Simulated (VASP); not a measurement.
An input for Quantum ESPRESSO's pw.x (written as the equivalent of a VASP run, and not itself run):

```
&CONTROL
  calculation = 'vc-relax'
  pseudo_dir = './pseudo'
  outdir = './out'
  tprnfor = .true.
  tstress = .true.
  nstep = 60
  forc_conv_thr = 0.00078
/
&SYSTEM
  ibrav = 0
  nat = 4
  ntyp = 2
  ecutwfc = 84
  occupations = 'smearing'
  smearing = 'gaussian'
  degauss = 0.003675
  input_dft = 'pw91'
/
&ELECTRONS
  conv_thr = 7.3e-08
  electron_maxstep = 100
/
&IONS
/
&CELL
/
ATOMIC_SPECIES
  B 10.810 B.upf
  N 14.007 N.upf
CELL_PARAMETERS angstrom
     1.2773773   -2.2124827    0.0000000
     1.2773773    2.2124827   -0.0000000
     0.0000000    0.0000000    4.2250627
ATOMIC_POSITIONS crystal
  B    0.6666670  0.3333330  0.5002284
  B    0.3333330  0.6666670  0.0002284
  N    0.6666670  0.3333330  0.8747716
  N    0.3333330  0.6666670  0.3747716
K_POINTS automatic
  9 9 5 0 0 0
```

Task: Translate this input to VASP (INCAR, KPOINTS, POSCAR, choice of POTCAR).

Result: Several could match; the one computed here: 
**POSCAR**
```
BN
1
    1.2773773423    -2.2124826789     0.0000000000
    1.2773773423     2.2124826789    -0.0000000000
    0.0000000000     0.0000000000     4.2250626691
B N
2 2
Direct
  0.6666670000   0.3333330000   0.5002283801
  0.3333330000   0.6666670000   0.0002283801
  0.6666670000   0.3333330000   0.8747716199
  0.3333330000   0.6666670000   0.3747716199
```

KPOINTS:
```
Automatic mesh
0
Gamma
9 9 5
0 0 0
```

INCAR:
```
SYSTEM = BN
PREC = Accurate; ENCUT = 520; LREAL = F
LASPH = T
EDIFF = 1E-6; NELM = 100; ALGO = Normal
ISMEAR = 0; SIGMA = 0.05
GGA = 91
IBRION = 2; NSW = 60; ISIF = 3
EDIFFG = -0.02
LWAVE = F; LCHARG = F
```

POTCAR, in this order: B N (PBE.64 set). Program: vasp_std.

The two are equivalent in intent, not identical: the potentials are each code's own (VASP's PAW set, PseudoDojo norm-conserving files in pw.x), so ENCUT and ecutwfc are chosen apart and not converted; conv_thr bounds pw.x's estimated SCF error, while EDIFF bounds the energy change between steps; forc_conv_thr acts on force components and is met together with etot_conv_thr.

The compound is BN in the wurtzite structure, a metastable high-pressure form. It was relaxed first. The start is the result of an earlier pass.
